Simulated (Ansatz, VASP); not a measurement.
# Te (Tellurium) in two plane-wave programs

Aim: how closely do two programs agree when they are given the same cell, functional and k mesh? The cell is taken from a series of runs on this material, whose earlier steps may have relaxed, scaled, displaced or heated it; both programs get it as it stands. Other levels of theory on this material are compared in a session of their own.

Program: Ansatz 0.2.0. Level of theory: plane waves, with VASP 6.6.1 beside it; relaxation of cell and atoms at LDA. Results are calculated unless marked as measured.

## 1. Starting point

Symmetry: P3_121, No. 152, trigonal system. Conventional cell: a = 4.278 Å, b = 4.278 Å, c = 5.930 Å, α = 90.00°, β = 90.00°, γ = 120.00°. Nearest to Te lie 2 Te at 2.90 Å.

## 2. VASP: relaxation of cell and atoms, LDA

The relaxed volume is the usual yardstick between codes: in a stiff, nearly cubic crystal its relative difference is about their pressure difference at one cell divided by the bulk modulus.

Lines of VASP's logs that name or quote its potential files are left out, and so is its time.

INCAR reads:

```
SYSTEM = Te
PREC = Accurate
ENCUT = 500
EDIFF = 1E-07
NELM = 120
ISMEAR = 0
SIGMA = 0.1
LREAL = .FALSE.
ALGO = Normal
GGA = CA
NBANDS = 15
LORBIT = 11
LWAVE = .FALSE.
LCHARG = .FALSE.
ISIF = 3
IBRION = 2
NSW = 80
EDIFFG = -0.005
LASPH = .TRUE.
GGA_COMPAT = .FALSE.
NELMIN = 4
KPAR = 2
```

POSCAR reads:

```
Te
1.0
    4.2781260000      0.0000000000      0.0000000000
   -2.1390630000      3.7049660000      0.0000000000
    0.0000000000      0.0000000000      5.9301250000
Te
3
Direct
    0.2860551559      0.0000000000      0.3333332771
    0.9999999154      0.2860549867      0.6666667229
    0.7139447937      0.7139447434      0.0000000000
```

KPOINTS reads:

```
Automatic mesh
0
Gamma
12 12 8
0 0 0
```

PAW data sets: Te (LDA family, release 64).

Launch:

```
> mpirun -np 2 vasp_std
```

Numbers of over 12 decimals in the logs are rounded to 6 here.

What it wrote:

```text
[banner, memory and clock lines left out]
running    2 mpi-ranks, on    1 nodes
 distrk:  each k-point on    1 cores,    2 groups
 distr:  one band on    1 cores,    1 groups

 POSCAR found type information on POSCAR Te
 POSCAR found :  1 types and       3 ions
 LDA part: xc-table for (Slater(with rela. corr.)+CA(PZ))
 , standard interpolation
 POSCAR, INCAR and KPOINTS ok, starting setup
 FFT: planning ... GRIDC
 FFT: planning ... GRID_SOFT
 FFT: planning ... GRID
 WAVECAR not read
 entering main loop
       N       E                     dE             d eps       ncg     rms          rms(c)
DAV:   1     0.724701364364E+02    0.72470E+02   -0.64428E+03  3930   0.937E+02
DAV:   2    -0.649764611555E+01   -0.78968E+02   -0.75188E+02  5252   0.142E+02
DAV:   3    -0.113607528546E+02   -0.48631E+01   -0.48312E+01  4623   0.399E+01
DAV:   4    -0.114459051002E+02   -0.85152E-01   -0.85113E-01  5666   0.623E+00
DAV:   5    -0.114473552898E+02   -0.14502E-02   -0.14502E-02  5100   0.727E-01    0.135E+01
DAV:   6    -0.114227262773E+02    0.24629E-01   -0.12979E-02  4931   0.670E-01    0.840E+00
DAV:   7    -0.114133840930E+02    0.93422E-02   -0.26345E-02  4462   0.914E-01    0.269E-01
DAV:   8    -0.114129192464E+02    0.46485E-03   -0.42521E-03  4462   0.381E-01    0.134E-01
DAV:   9    -0.114129306360E+02   -0.11390E-04   -0.12668E-04  5509   0.775E-02    0.778E-02
DAV:  10    -0.114129272275E+02    0.34085E-05   -0.97400E-06  5089   0.193E-02    0.810E-03
DAV:  11    -0.114129266157E+02    0.61178E-06   -0.22840E-06  4931   0.901E-03    0.302E-03
DAV:  12    -0.114129266011E+02    0.14581E-07   -0.27970E-07  4640   0.318E-03
   1 F= -.11412927E+02 E0= -.11412791E+02  d E =-.114129E+02
[...]
2 F= -.11413017E+02 E0= -.11412882E+02  d E =-.906654E-04
[...]
3 F= -.11413034E+02 E0= -.11412898E+02  d E =-.107194E-03
[...]
4 F= -.11413101E+02 E0= -.11412965E+02  d E =-.669880E-04
 ZBRENT: can't locate minimum, use default step
 trial-energy change:   -0.000067  1 .order   -0.000067   -0.000073   -0.000061
 step:   3.7734(harm=  5.6419)  dis= 0.00450  next Energy=   -11.413252 (dE=-0.218E-03)
 bond charge predicted
       N       E                     dE             d eps       ncg     rms          rms(c)
DAV:   1    -0.114132824038E+02   -0.18161E-03   -0.18824E-02  3930   0.716E-01    0.708E-02
DAV:   2    -0.114132700467E+02    0.12357E-04   -0.82314E-04  5120   0.171E-01    0.409E-02
DAV:   3    -0.114132330432E+02    0.37004E-04   -0.46761E-05  4560   0.360E-02    0.181E-02
DAV:   4    -0.114132231152E+02    0.99280E-05   -0.21197E-05  4728   0.205E-02    0.296E-02
DAV:   5    -0.114132230748E+02    0.40377E-07   -0.67603E-07  5014   0.516E-03
   5 F= -.11413223E+02 E0= -.11413086E+02  d E =-.189279E-03
 curvature:  -2.99 expect dE=-0.304E-04 dE for cont linesearch -0.188E-04
 trial: gam=-0.22372 g(F)=  0.358E-05 g(S)=  0.658E-05 ort = 0.248E-04 (trialstep = 0.151E+01)
 search vector abs. value=  0.396E-05
 reached required accuracy - stopping structural energy minimisation
```

OUTCAR, selected parts (step 2):

```text
ion  position               nearest neighbor table
   1  0.286  0.000  0.333-   3 2.90   2 2.90   3 3.32   3 3.32   2 3.32   2 3.32
   2  1.000  0.286  0.667-   3 2.90   1 2.90   3 3.32   3 3.32   1 3.32   1 3.32
   3  0.714  0.714  0.000-   2 2.90   1 2.90   1 3.32   1 3.32   2 3.32   2 3.32

  LATTYP: Found a hexagonal cell.
 ALAT       =     4.2781260000
 C/A-ratio  =     1.3861501508

 Subroutine GETGRP returns: Found  6 space group operations
 (whereof  2 operations were pure point group operations)

The static configuration has the point symmetry C_2 .
 The point group associated with its full space group is D_3 .

 Found    131 irreducible k-points:

   k-points           NKPTS =    131   k-points in BZ     NKDIM =    131   number of bands    NBANDS=     15

   dimension x,y,z NGX =    32 NGY =   32 NGZ =   48
   dimension x,y,z NGXF=    64 NGYF=   64 NGZF=   96

   ENCUT  =  500.0 eV  36.75 Ry    6.06 a.u.   7.80  7.80 10.81*2*pi/ulx,y,z

   NELECT =      18.0000    total number of electrons

 k-points in reciprocal lattice and weights: Automatic mesh
   0.00000000  0.00000000  0.00000000       0.001
   0.08333333  0.00000000  0.00000000       0.005
   0.16666667  0.00000000  0.00000000       0.005
   0.25000000  0.00000000  0.00000000       0.005
   0.33333333  0.00000000  0.00000000       0.005
   0.41666667 -0.00000000  0.00000000       0.005
   0.50000000  0.00000000  0.00000000       0.003
   0.08333333  0.08333333  0.00000000       0.005
   0.16666667  0.08333333  0.00000000       0.010
[...]
0.33333333  0.25000000  0.50000000       0.010
   0.33333333  0.33333333  0.50000000       0.002

 average (electrostatic) potential at core
       1 -88.9459       2 -88.9459       3 -88.9459

 E-fermi :   6.9001

 k-point     1 :       0.0000    0.0000    0.0000
  band No.  band energies     occupation
    ...
      5       4.2766      2.00000
      6       4.2766      2.00000
      7       5.0439      2.00000
      8       5.0439      2.00000
      9       5.6543      2.00000
     10       7.8645      0.00000
     11       7.8645      0.00000
     12       8.5567      0.00000
     13      11.6374      0.00000
     14      11.6374      0.00000
    ...

 k-point     2 :       0.0833    0.0000    0.0000
  band No.  band energies     occupation
    ...
      5       3.8467      2.00000
      6       4.0221      2.00000
      7       5.3586      2.00000
      8       5.5422      2.00000
      9       6.0535      2.00000
     10       7.5548      0.00000
     11       7.7891      0.00000
     12       8.3906      0.00000
     13      11.4361      0.00000
     14      11.6058      0.00000
    ...

 k-point     3 :       0.1667    0.0000    0.0000
  band No.  band energies     occupation
    ...
      5       3.2589      2.00000
      6       3.6362      2.00000
      7       5.7589      2.00000
      8       5.8761      2.00000
      9       6.2329      2.00000
     10       7.5274      0.00000
     11       7.6207      0.00000
     12       8.1734      0.00000
     13      10.8035      0.00000
     14      11.7113      0.00000
    ...

  Total       -0.0121224     -0.0121224     -0.0107397      0.0000000      0.0000000      0.0000000
  in kB       -0.2066771     -0.2066771     -0.1831039      0.0000000      0.0000000      0.0000000
  external PRESSURE =      -0.1988194 kB  Pullay stress =       0.0000000 kB

  energy-cutoff  :      500.00
  volume of cell :       93.97
      direct lattice vectors                 reciprocal lattice vectors
     4.275940323 -0.000000000  0.000000000     0.233866688  0.135022988 -0.000000000
    -2.137970161  3.703073148  0.000000000     0.000000000  0.270045975 -0.000000000
     0.000000000  0.000000000  5.934885493    -0.000000000 -0.000000000  0.168495248

 POSITION                                       TOTAL-FORCE (eV/Angst)
 -----------------------------------------------------------------------------------
      1.22866     -0.00000      1.97829         0.004974     -0.000000      0.000000
      3.66161      1.06405      3.95659        -0.002487      0.004308     -0.000000
      1.52364      2.63902      0.00000        -0.002487     -0.004308     -0.000000
 -----------------------------------------------------------------------------------
    total drift:                                0.000050      0.000261      0.000005

  FREE ENERGIE OF THE ION-ELECTRON SYSTEM (eV)
  ---------------------------------------------------
  free  energy   TOTEN  =       -11.4132230748 eV

  energy  without entropy=      -11.4129481334  energy(sigma->0) =      -11.41308560

 reached required accuracy - stopping structural energy minimisation

 total charge
# of ion       s       p       d       tot
------------------------------------------
    1        1.446   1.816   0.051   3.313
    2        1.446   1.816   0.051   3.313
    3        1.446   1.816   0.051   3.313
--------------------------------------------------
tot          4.337   5.447   0.154   9.938

[... 3 further parts left out ...]
```

CONTCAR:

```
Te
   1.00000000000000
     4.2759403225759280   -0.0000000000000000    0.0000000000000000
    -2.1379701612879640    3.7030731475136416    0.0000000000000000
     0.0000000000000000    0.0000000000000000    5.9348854927995331
  Te
     3
Direct
     0.2873428947726914    0.0000000000000000    0.3333332771000030
     0.9999999154000022    0.2873427255727030    0.6666667228999970
     0.7126570548273058    0.7126570045272979    0.0000000000000000
```

The run keeps the 6 symmetry operations of its start, so it cannot find a distortion of lower symmetry.

## 3. Ansatz: relaxation of cell and atoms, LDA

Ansatz runs on its PAW soft_1 files.

The same cell, functional (in two slightly different forms), mesh and smearing now go to Ansatz, which takes its cutoff from its data sets.

input.yaml reads:

```yaml
crystal:
  lattice:
    - [4.2781258525, 0.0, 0.0]
    - [-2.1390629263, 3.7049656689, 0.0]
    - [0.0, 0.0, 5.9301254358]
  atoms:
    - { symbol: Te, position: [0.2860550691, 0.0, 0.3333333333] }
    - { symbol: Te, position: [0.0, 0.2860550691, 0.6666666667] }
    - { symbol: Te, position: [0.7139449309, 0.7139449309, 0.0] }
kpoints:
  mp_grid: { grid: [12, 12, 8] }
hamiltonian:
  xc: lda
  pseudopotentials: { kind: paw, azcp: { folder: soft_1 }, xc_functional: pbe }
scf:
  occupations: { method: gaussian, width: 0.1 }
output:
  forces: true
  stress: true
  eigenvalues: true
  write_density: true
  write_potential: true
  elf: true
  volumetric_format: npy
relax:
  adjacent_minimum: "off"
  f_tol: 0.005
  max_steps: 80
  cell: { stress_tol: 0.05 }
```

Launch:

```
> ansatz run input.yaml --threads 4 --pin off --max-ram 10240MiB --backend cpu --events-out ev --progress --plain --runs-dir out
```

What it wrote:

```text
Engine: ansatz 0.2.0, aarch64-unknown-linux-gnu
Pseudopotentials: kind: paw
Pseudopotential: Te, paw, valence charge 16, recommended cutoff 420 eV (normal), soft_1/Te.paw.azcp
Functional definition: SPW92
  exchange = slater_x
  correlation = pw_c
Crystal: 3 atoms, lattice volume = 93.994 Å³
Basis set: ecut = 420 eV, 1837 PW (Γ)
Bands: 29, of which v1, the nominal top of the filled ones, is band 24 counted from 1 (23 counted from 0)
Symmetry: 6 space group operations
Space group: P3121 (ITA 152), of the structure as read, at distance tolerance 4.5e-5 Å
k-points: 131 of 1152 (time reversal used)
Non-local potential: Te, projectors of the file, l = 0: 2, l = 1: 2, l = 2: 2, l = 3: 1
PAW form: soft (Blöchl's): semilocal exchange-correlation on the pseudo side does not see the compensation charge
PAW frozen core: Te, regenerated for the run's functional, and the local potential with it (the file was generated under x = pbe(κ = 0.804, μ = 0.219515), c = pbe(β = 0.066725))
PAW one-centre angular grid: Te, 590 points (default); XC on 64 Gauss nodes
Initial density: superposition of atomic densities (chi_scale 0.1, normalization cell)
Initial wavefunctions: pseudopotential atomic-orbital guess
Functional: x = slater, c = lda
SCF iter   1: F=—  HF=-20481.851966 eV  |F-HF|=—  |Δ(HF+E_count)|=         —  Δρ=1.43e-2  dr2=1.34e-1  ethr=3.10e-3  ⟨swp⟩=9.1  Hψ=19564  notcnv=0
preconditioner: auto → Kerker (q_TF=auto, 2.439 Å⁻¹)  [metal: Δε(μ)=0.050 eV  Ē_g=8.812 eV  σ=0.100 eV  W_gap=0.26  n_scr=22 (ndim 8)  ℏωp=16.2 eV  f_vac=0.001  D(μ)=0.05/eV (n_scr^D=0)]
SCF iter   2: F=—  HF=-20481.827805 eV  |F-HF|=—  |Δ(HF+E_count)|=   2.42e-2  Δρ=8.65e-3  dr2=5.03e-2  ethr=2.79e-4  ⟨swp⟩=1.2  Hψ=4893  notcnv=0  defer=8
preconditioner: auto → Resta (q_TF=auto, 2.439 Å⁻¹)  ε∞=4.4  [insulator: Δε(μ)=0.214 eV  Ē_g=8.806 eV  σ=0.100 eV  W_gap=0.60  n_scr=22 (ndim 8)  ℏωp=16.2 eV  f_vac=0.002  D(μ)=0.05/eV (n_scr^D=0)  ε∞_Penn≈4.4]
SCF iter   3: F=—  HF=-20481.816035 eV  |F-HF|=—  |Δ(HF+E_count)|=   1.18e-2  Δρ=8.22e-4  dr2=7.27e-4  ethr=1.05e-4  ⟨swp⟩=2.2  Hψ=5561  notcnv=0  defer=8
SCF iter   4: F=—  HF=-20481.816076 eV  |F-HF|=—  |Δ(HF+E_count)|=   4.11e-5  Δρ=2.52e-4  dr2=6.49e-5  ethr=1.51e-6  ⟨swp⟩=2.0  Hψ=6836  notcnv=0  defer=8
SCF iter   5: F=—  HF=-20481.816070 eV  |F-HF|=—  |Δ(HF+E_count)|=   5.66e-6  Δρ=8.18e-5  dr2=8.49e-6  ethr=1.35e-7  ⟨swp⟩=2.0  Hψ=6205  notcnv=0  defer=8
SCF iter   6: F=—  HF=-20481.816070 eV  |F-HF|=—  |Δ(HF+E_count)|=   9.46e-9  Δρ=1.61e-5  dr2=2.17e-7  ethr=1.77e-8  ⟨swp⟩=3.0  Hψ=6871  notcnv=0  defer=8
SCF iter   7: F=-20481.816071 eV  HF=-20481.816071 eV  |F-HF|=2.16e-9  |Δ(HF+E_count)|=   1.60e-7  Δρ=2.48e-6  dr2=5.17e-9  ethr=2.08e-10  ⟨swp⟩=14.8  Hψ=29557  notcnv=0
SCF 1 converged in 7 iterations: F = -20481.816071 eV  dr2 = 5.17e-9
  greatest PAW one-centre occupation: 0.999 electrons in one spin orbital (limit 2), on the Te atom at site 1 (counted from 0), in its partial waves of l = 2
relax step   1: F+E_penalty+E_count = -20481.81607066 eV  Δ(F+E_penalty+E_count) = +0.000e0 eV  max|allowed force component| = 5.801e-3 eV/Å  Δτ_max = 0.0000 Å  P = -0.015 GPa  Ω = 93.994 Å³  (7 SCF iters, dr2 threshold 1.00e-7 eV, accepted)
[...]
relax step   2: F+E_penalty+E_count = -20481.81610879 eV  Δ(F+E_penalty+E_count) = -3.813e-5 eV  max|allowed force component| = 2.571e-3 eV/Å  Δτ_max = 0.0013 Å  P = +0.007 GPa  Ω = 93.935 Å³  energy of the carried Pulay correction = +1.774e-5 eV  (5 SCF iters, dr2 threshold 2.10e-9 eV, accepted)
[...]
relax step   3: F+E_penalty+E_count = -20481.81608966 eV  Δ(F+E_penalty+E_count) = +1.913e-5 eV  max|allowed force component| = 2.576e-3 eV/Å  Δτ_max = 0.0000 Å  P = +0.007 GPa  Ω = 93.935 Å³  stress off target by 1.21e-2 GPa  SCF on the basis re-selected at this cell (its energy is not comparable with the rows above)  (5 SCF iters)
basis re-selected at this cell: Δ(F+E_penalty+E_count) = +1.913e-5 eV, ΔP = -0.000 GPa vs the last step (what re-selecting the basis moved, of the pressure what is left beyond the Pulay correction that the steps carried, after the strain that the cell walked since its last selection, with what the two solves' SCF thresholds leave and, on support functions, any second-order correction that the steps lacked; it is no m [...]
SCF converged after 5 iterations
Free energy (F): -20481.816090 eV
Harris-Foulkes:  -20481.816090 eV  (|F-HF|=3.64e-12)
Internal energy: -20481.815814 eV  (E = F + TS)
E sigma→0 (E₀):  -20481.815952 eV
Entropy (-TS):   -0.000275 eV (-0.092 meV/atom)
Fermi energy:    9.777205 eV
--- Per-component energies (eV) ---
  E_band       = -757.283269
  E_kinetic    = 520.345530
  E_local      = -4678.615275  (includes V_loc(G=0)·N_el)
  E_nonlocal   = 210.568503
  E_hartree    = 2341.846308
  E_xc         = -367.956401
  E_vxc        = -309.919846  (∫ρ·V_xc dr)
  E_paw        = -13549.534858  (= ΣΔE_a)
  E_vpaw       = -1183.355160  (= ΣTr[D̂ρ^β])
  E_aug_tail   = 0.000217  (compensation charges beyond the density's cutoff)
  E_ewald      = -4960.505764
  E_core_change = 2.035927  (= ΣΔE_core)
  E_smearing   = -0.000275  (= −TS)
  E_closure    = -0.000000  (closes the sum)
  Σ components = -20481.816090   (vs F -20481.816090, Δ=0.00e0)
--- Forces (eV/Å), atoms counted from 1 ---
  atom   1  Te     0.00257558     0.00000000     0.00000000
  atom   2  Te    -0.00128779     0.00223052    -0.00000000
  atom   3  Te    -0.00128779    -0.00223052    -0.00000000
  max |Σ_I F_I| component: 3.25e-17 eV/Å
--- Stress (GPa, compression-positive) ---
        0.004752      -0.000000      -0.000000
       -0.000000       0.004752      -0.000000
       -0.000000      -0.000000       0.012083
  P = ⅓ Tr σ = 0.0072 GPa (0.072 kbar)
--- Band table (eV; the first three rows and the last of 131) ---
  k-point 0: bands = [... 20 lower, 7.1278, 7.9206, 7.9206, 8.5433, 10.7467, 10.7467, 11.4326, 14.5880, ... 1 higher]
  k-point 1: bands = [... 20 lower, 7.2519, 7.9857, 8.1090, 8.5736, 10.6020, 10.6315, 11.2580, 14.1234, ... 1 higher]
  k-point 2: bands = [... 20 lower, 7.2100, 8.1738, 8.4497, 8.6632, 10.2903, 10.3525, 10.8422, 13.7275, ... 1 higher]
  k-point 130: bands = [... 20 lower, 4.1844, 8.8737, 9.7366, 9.7520, 9.7520, 10.6191, 10.6191, 15.8054, ... 1 higher]
--- Relaxed structure (2 steps of the walk, 2 accepted, 1 SCFs on fresh bases) ---
  F+E_penalty+E_count = -20481.81608966 eV   max|allowed force component| = 2.576e-3 eV/Å   (the final SCF, on the basis selected at the relaxed cell)
  cell:  # Å, volume = 93.9347 Å³
    - [4.278135, 2.8867683505896677e-11, 0]
    - [-2.139067, 3.704973, 0]
    - [0, 1.396884606085589e-19, 5.926339]
  atoms:
    - { symbol: Te, position: [0.286369, 0, 0.333333] }
    - { symbol: Te, position: [0, 0.286369, 0.666667] }
    - { symbol: Te, position: [0.713631, 0.713631, 0] }
```

## 4. Comparison

Known differences besides the potentials themselves: the two LDA forms differ slightly; the data sets hold 48 valence electrons in Ansatz (on its PAW soft_1 files) and 18 in VASP; the cutoff is 420 eV in Ansatz and 500 eV in VASP; VASP's log shows a relativistic correction to its local exchange, Ansatz's none; Ansatz adds a Pulay correction to the stress that steers its cell, VASP none. Total energies have different zeros and are not compared.

The two programs side by side:

```
                                         quantity  Ansatz   VASP  difference
                                      volume (Å³)   93.93  93.97     -0.04 %
edge a after relaxation, in the typed setting (Å)   4.278  4.276     +0.05 %
edge c after relaxation, in the typed setting (Å)   5.926  5.935     -0.14 %
```

VASP's last cycles still show a density residual of 3e-03, so its state may not be settled.

## 5. What came out

```
difference in edge c after relaxation, in the typed setting (relaxation of cell and atoms, LDA) : -0.14 %
```

**Reading.** The difference in edge c after relaxation, in the typed setting is -0.14 % (relaxation of cell and atoms, LDA), within the 1.2 % picked in this series as the mark of a large difference, as far as the stopping tolerances let one tell. The data sets hold unlike numbers of valence electrons (48 in Ansatz and 18 in VASP), so part of the differences comes from the potentials. 14 further runs of this series are not shown here. Such differences can come from data sets, numerical settings and the points named under the comparisons, not from the functional's error against experiment.

[Lines on the potential files, build, host, timing and source positions are cut from VASP's logs without a mark.]

[Logs are printed without paths, hosts, clocks, repeated set-up lines and the standing remarks that a program may print on its own settings, such as how far it seeks lower states.]

[Hosts, paths, dates, database ids (printed as entryN), source tags and the programs' standing remarks are cut or masked in the printed files.]
